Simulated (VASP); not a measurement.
An input for Ansatz (written as the equivalent of a VASP run, and not itself run):

Ansatz 0.2 input:
```yaml
crystal:
  lattice:
    - [1.7574220, -3.0439452, 0.0000000]
    - [1.7574220, 3.0439452, 0.0000000]
    - [0.0000000, 0.0000000, 4.1512437]
  atoms:
    - { symbol: Pt, position: [0.0000000, 0.0000000, 1.0000000] }
    - { symbol: S, position: [0.3333330, 0.6666670, 0.2860043] }
    - { symbol: S, position: [0.6666670, 0.3333330, 0.7139957] }
kpoints:
  mp_grid: { grid: [10, 10, 8] }
hamiltonian:
  xc: pbe
  pseudopotentials: { kind: paw }
scf:
  occupations: { method: methfessel_paxton, width: 0.1 }
  max_iter: 100
relax:
  max_steps: 40
  f_tol: 0.02
  cell: { p_target: 30 }
output: { forces: true, stress: true, eigenvalues: true }
```

Task: Write the VASP files for the same calculation (PBE).

Result: Several could match; the one computed here: 
### INCAR
```
# general
SYSTEM =PtS2
PREC   =Accurate
ENCUT  =500
LREAL  =.FALSE.
LASPH  =.TRUE.

# electronic loop
EDIFF  =1E-6
NELM   =100   # most electronic steps
ALGO   =Normal   # blocked Davidson
LMAXMIX=6

# smearing
ISMEAR =1   # Methfessel-Paxton
SIGMA  =0.1   # width (eV)

# functional
GGA    =PE

# ions
IBRION =2   # conjugate gradients
NSW    =40
ISIF   =3   # ions, shape and volume
EDIFFG =-0.02
PSTRESS=300   # kbar

# output
LWAVE  =.FALSE.
LCHARG =.FALSE.
```

### KPOINTS
```
Automatic mesh
0
Gamma
10 10 8
0 0 0
```

### POSCAR
```
PtS2
1
    1.7574219535    -3.0439452120     0.0000000000
    1.7574219535     3.0439452120     0.0000000000
    0.0000000000    -0.0000000000     4.1512437097
Pt S
1 2
Direct
  0.0000000000   0.0000000000   1.0000000000
  0.3333330000   0.6666670000   0.2860042779
  0.6666670000   0.3333330000   0.7139957221
```

POTCAR, in this order: Pt S (PBE.64 set). Program: vasp_std.

What does not carry over: each code has its own PAW files, so the cut-off isn't converted (ENCUT is set for VASP's; basis.ecutwfc is left out, and Ansatz then takes the one that its files recommend); Ansatz stops its SCF on the density residual and VASP on the energy change (EDIFF).

The compound is PtS2 in the 1T layered structure. This run relaxes it under an external pressure of 30 GPa. Symmetry was kept, so distortions that lower it aren't found.
